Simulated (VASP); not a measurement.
All values below come from PBEsol GGA, VASP's PBE PAW potentials (set 64) (plane waves; VASP 6.6.1).

The input files of a VASP run:

### KPOINTS
```
Automatic
0
G
  6 6 6
```

File POSCAR:
```
DyScO3
1
    2.7703876550     1.5994841446     4.7519480724
   -2.7703876550     1.5994841446     4.7519480724
    0.0000000000    -3.1989682893     4.7519480724
Dy Sc O
2 2 6
Direct
  0.2951525645   0.2951525645   0.2951525645
  0.7951525645   0.7951525645   0.7951525645
  0.0148012206   0.0148012206   0.0148012206
  0.5148012206   0.5148012206   0.5148012206
  0.7230267116   0.1402508353   0.3770586679
  0.3770586679   0.7230267116   0.1402508353
  0.1402508353   0.3770586679   0.7230267116
  0.8770586679   0.6402508353   0.2230267116
  0.2230267116   0.8770586679   0.6402508353
  0.6402508353   0.2230267116   0.8770586679
```

**INCAR**
```
SYSTEM = DyScO3
PREC = Accurate
ENCUT = 520
EDIFF = 1E-7
NELM = 100
ALGO = Normal
LREAL = .FALSE.
LASPH = .TRUE.
ISMEAR = -5
GGA = PS
LMAXMIX = 6
LWAVE = .FALSE.
LCHARG = .TRUE.
LORBIT = 11
NEDOS = 601
ISIF = 2
```

POTCAR, in this order: Dy_3 Sc_sv O (PBE.64 set). Program: vasp_std.

The resulting files:

**OUTCAR**
```
 ion  position               nearest neighbor table
   1  0.295  0.295  0.295-   8 2.23  10 2.23   9 2.23   5 2.34   6 2.34   7 2.34   4 3.13   3 3.29
                             3 3.29   3 3.29   4 3.59   4 3.59   4 3.59
   2  0.795  0.795  0.795-   7 2.23   5 2.23   6 2.23  10 2.34   9 2.34   8 2.34   3 3.13   4 3.29
                             4 3.29   4 3.29   3 3.59   3 3.59   3 3.59
   3  0.015  0.015  0.015-   6 2.06   5 2.06   7 2.06  10 2.17   9 2.17   8 2.17   2 3.13   1 3.29
                             1 3.29   1 3.29   2 3.59   2 3.59   2 3.59
   4  0.515  0.515  0.515-   9 2.06  10 2.06   8 2.06   5 2.17   6 2.17   7 2.17   1 3.13   2 3.29
                             2 3.29   2 3.29   1 3.59   1 3.59   1 3.59
   5  0.723  0.140  0.377-   3 2.06   4 2.17   2 2.23   1 2.34
   6  0.377  0.723  0.140-   3 2.06   4 2.17   2 2.23   1 2.34
   7  0.140  0.377  0.723-   3 2.06   4 2.17   2 2.23   1 2.34
   8  0.877  0.640  0.223-   4 2.06   3 2.17   1 2.23   2 2.34
   9  0.223  0.877  0.640-   4 2.06   3 2.17   1 2.23   2 2.34
  10  0.640  0.223  0.877-   4 2.06   3 2.17   1 2.23   2 2.34
  LATTYP: Found a trigonal (rhomboedric) cell.
 ALAT       =     5.7283861401
 COS(alpha) =     0.5322147310
 Subroutine PRICEL returns:
 Original cell was already a primitive cell.
 Subroutine GETGRP returns: Found  6 space group operations
The static configuration has the point symmetry C_3 .
 The point group associated with its full space group is C_3v.
The dynamic configuration has the point symmetry C_3 .
 Subroutine INISYM returns: Found  6 space group operations
...
```

File OSZICAR:
```
       N       E                     dE             d eps       ncg     rms          rms(c)
DAV:   1     0.116269182300E+04    0.11627E+04   -0.34525E+04  2880   0.176E+03
DAV:   2     0.156262872336E+03   -0.10064E+04   -0.98968E+03  3008   0.633E+02
DAV:   3    -0.848119803233E+02   -0.24107E+03   -0.23548E+03  4475   0.236E+02
DAV:   4    -0.105162975479E+03   -0.20351E+02   -0.20188E+02  4464   0.825E+01
DAV:   5    -0.106001161198E+03   -0.83819E+00   -0.83365E+00  4712   0.181E+01    0.495E+01
DAV:   6    -0.905763473772E+02    0.15425E+02   -0.86482E+01  4480   0.651E+01    0.369E+01
DAV:   7    -0.906641015138E+02   -0.87754E-01   -0.65105E+00  4520   0.182E+01    0.219E+01
DAV:   8    -0.905980619776E+02    0.66040E-01   -0.13762E+00  4392   0.771E+00    0.267E+00
DAV:   9    -0.905413793296E+02    0.56683E-01   -0.26866E-01  4275   0.301E+00    0.500E-01
DAV:  10    -0.905414880711E+02   -0.10874E-03   -0.43613E-02  4464   0.146E+00    0.585E-01
DAV:  11    -0.905410110194E+02    0.47705E-03   -0.57940E-03  4424   0.465E-01    0.108E-01
DAV:  12    -0.905410877230E+02   -0.76704E-04   -0.72589E-04  4728   0.158E-01    0.550E-02
DAV:  13    -0.905410858112E+02    0.19118E-05   -0.16748E-04  4256   0.122E-01    0.284E-02
DAV:  14    -0.905410847594E+02    0.10518E-05   -0.30078E-05  4392   0.567E-02    0.862E-03
DAV:  15    -0.905410846571E+02    0.10225E-06   -0.38856E-06  4112   0.125E-02    0.171E-03
DAV:  16    -0.905410847603E+02   -0.10315E-06   -0.43437E-07  2960   0.464E-03    0.189E-03
DAV:  17    -0.905410848123E+02   -0.52029E-07   -0.86392E-08  2456   0.400E-03
   1 F= -.90541085E+02 E0= -.90541085E+02  d E =0.000000E+00
```

File OUTCAR:
```
------------------------ aborting loop because EDIFF is reached ----------------------------------------
  FORCE on cell =-STRESS in cart. coord.  units (eV):
  Direction    XX          YY          ZZ          XY          YZ          ZX
  --------------------------------------------------------------------------------------
  Total        0.0674251      0.0674251      0.0923930     -0.0000000     -0.0000000      0.0000000
  in kB        0.8550446      0.8550447      1.1716729     -0.0000000     -0.0000000      0.0000000
  external PRESSURE =       0.9605874 kB  Pullay stress =       0.0000000 kB
  volume of cell :      126.34
      direct lattice vectors                 reciprocal lattice vectors
     2.770387655  1.599484145  4.751948072     0.180480157  0.104200262  0.070146670
    -2.770387655  1.599484145  4.751948072    -0.180480157  0.104200262  0.070146670
     0.000000000 -3.198968289  4.751948072     0.000000000 -0.208400524  0.070146670
 POSITION                                       TOTAL-FORCE (eV/Angst)
 -----------------------------------------------------------------------------------
      0.00000     -0.00000      4.20765         0.000000     -0.000000      0.003260
      0.00000     -0.00000     11.33557         0.000000     -0.000000      0.003260
      0.00000     -0.00000      0.21100         0.000000      0.000000     -0.005437
      0.00000     -0.00000      7.33893         0.000000      0.000000     -0.005437
      1.61452      0.17460      5.89401        -0.006696     -0.013650      0.000725
     -0.95847      1.31091      5.89401         0.015169      0.001026      0.000725
     -0.65605     -1.48551      5.89401        -0.008473      0.012624      0.000725
      0.65605      1.71346      8.26999         0.008473      0.012624      0.000725
     -1.81192     -0.28857      8.26999        -0.015169      0.001026      0.000725
      1.15587     -1.42488      8.26999         0.006696     -0.013650      0.000725
 -----------------------------------------------------------------------------------
    total drift:                               -0.000000      0.000001      0.000505
  FREE ENERGIE OF THE ION-ELECTRON SYSTEM (eV)
  ---------------------------------------------------
  free  energy   TOTEN  =       -90.5410848123 eV

  energy  without entropy=      -90.5410848123  energy(sigma->0) =      -90.54108481

 total charge

# of ion       s       p       d       tot
------------------------------------------
    1        0.334   6.830   1.375   8.539
    2        0.334   6.830   1.375   8.539
    3        2.222   6.277   1.092   9.591
    4        2.222   6.277   1.092   9.591
    5        1.555   3.489   0.000   5.044
    6        1.555   3.489   0.000   5.044
    7        1.555   3.489   0.000   5.044
    8        1.555   3.489   0.000   5.044
    9        1.555   3.489   0.000   5.044
   10        1.555   3.489   0.000   5.044
--------------------------------------------------
tot         14.441  47.149   4.935  66.525
```
(Selected blocks of OUTCAR.)

The 4f electrons are frozen in the core of the lanthanide potential, so 4f levels, which can set the real gap, and their magnetism are missing.

The structure was generated: DyScO3 was put into the LiNbO3 type (R3c), which need not be its known phase. It was relaxed first.
